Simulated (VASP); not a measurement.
Data:

```
Ge
1.0
    0.00000     2.84680     2.84680
    2.84680     0.00000     2.84680
    2.84680     2.84680     0.00000
Ge
2
Cartesian
  0.00000   0.00000   0.00000
  1.42340   1.42340   1.42340
```

All values below come from MS2 meta-GGA, VASP's PBE PAW potentials (set 64) (plane waves; VASP). Run with 520 eV cut-off, 8×8×8 Γ-centred mesh, Gaussian smearing of 0.050 eV, potentials Ge_d.

Task: Give the stress tensor in GPa (positive for a compressed cell).

Result: 
```
-1.98   0.00   0.00
 0.00  -1.98   0.00
 0.00   0.00  -1.98
```
The pressure is its mean diagonal, -1.98 GPa.

The compound is Ge in the diamond structure. This cell is one point of a volume scan, at 1.03 of the reference volume.
